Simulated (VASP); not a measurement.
Calculation: LDA (Ceperley-Alder, Perdew-Zunger), VASP's LDA PAW potentials (set 64) (plane waves; VASP).

Input for VASP

POSCAR:
```
Ge
1
    0.0000000000     2.8290000000     2.8290000000
    2.8290000000     0.0000000000     2.8290000000
    2.8290000000     2.8290000000     0.0000000000
Ge
2
Direct
  0.0000000000   0.0000000000   0.0000000000
  0.2500000000   0.2500000000   0.2500000000
```

KPOINTS:
```
Automatic mesh
0
Gamma
5 5 5
0 0 0
```

### INCAR
```
! general
SYSTEM =Ge
PREC   =Accurate
ENCUT  =300
LREAL  =.False.
LASPH  =.True.

! electronic loop
EDIFF  =1E-6
NELM   =100
ALGO   =Normal
LMAXMIX=4

! smearing
ISMEAR =-1
SIGMA  =0.02

! ions
ISIF   =2

! output
LWAVE  =.False.
LCHARG =.False.
```

POTCAR, in this order: Ge_d (LDA.64 set). Program: vasp_std.

Output

**OSZICAR**
```
       N       E                     dE             d eps       ncg     rms          rms(c)
DAV:   1     0.136187210520E+03    0.13619E+03   -0.11790E+04   370   0.304E+03
DAV:   2     0.557531819945E+01   -0.13061E+03   -0.12921E+03   360   0.425E+02
DAV:   3    -0.100523440456E+02   -0.15628E+02   -0.15486E+02   400   0.123E+02
DAV:   4    -0.104571511862E+02   -0.40481E+00   -0.40377E+00   398   0.231E+01
DAV:   5    -0.104632423258E+02   -0.60911E-02   -0.60894E-02   400   0.274E+00    0.333E+00
DAV:   6    -0.103405019752E+02    0.12274E+00   -0.44295E-02   380   0.185E+00    0.192E+00
DAV:   7    -0.102776756134E+02    0.62826E-01   -0.10178E-01   378   0.231E+00    0.147E-01
DAV:   8    -0.102783735710E+02   -0.69796E-03   -0.52211E-03   396   0.878E-01    0.498E-02
DAV:   9    -0.102784070341E+02   -0.33463E-04   -0.11885E-04   422   0.132E-01    0.168E-02
DAV:  10    -0.102784037853E+02    0.32488E-05   -0.12767E-05   476   0.479E-02    0.446E-03
DAV:  11    -0.102784036510E+02    0.13427E-06   -0.11187E-06   262   0.791E-03
   1 F= -.10278404E+02 E0= -.10278081E+02  d E =-.645969E-03
```

OUTCAR:
```
------------------------ aborting loop because EDIFF is reached ----------------------------------------
  FORCE on cell =-STRESS in cart. coord.  units (eV):
  Direction    XX          YY          ZZ          XY          YZ          ZX
  --------------------------------------------------------------------------------------
  Total       -0.6409100     -0.6409100     -0.6409100      0.0000000      0.0000000      0.0000000
  in kB      -22.6766459    -22.6766459    -22.6766459      0.0000000      0.0000000      0.0000000
  external PRESSURE =     -22.6766459 kB  Pullay stress =       0.0000000 kB
  volume of cell :       45.28
      direct lattice vectors                 reciprocal lattice vectors
     0.000000000  2.829000000  2.829000000    -0.176740898  0.176740898  0.176740898
     2.829000000  0.000000000  2.829000000     0.176740898 -0.176740898  0.176740898
     2.829000000  2.829000000  0.000000000     0.176740898  0.176740898 -0.176740898
 POSITION                                       TOTAL-FORCE (eV/Angst)
 -----------------------------------------------------------------------------------
      0.00000      0.00000      0.00000         0.000000      0.000000      0.000000
      1.41450      1.41450      1.41450        -0.000000     -0.000000     -0.000000
 -----------------------------------------------------------------------------------
    total drift:                               -0.000000      0.000000      0.000000
  FREE ENERGIE OF THE ION-ELECTRON SYSTEM (eV)
  ---------------------------------------------------
  free  energy   TOTEN  =       -10.2784036510 eV

  energy  without entropy=      -10.2777576821  energy(sigma->0) =      -10.27808067
```
(Selected blocks of OUTCAR.)

At this cut-off the stress carries a Pulay error, which pulls relaxed volumes low.

The structure is a typed Ge crystal (Fd-3m). The cell was not relaxed at this level. The k-mesh is coarse (spacing up to 0.38 per Å, 2π included), so the numbers may not be converged in it. The run is one of a series of settings (GGA removed, POTCAR Ge_d (LDA.64 set) against the base run), some of them coarse on purpose.
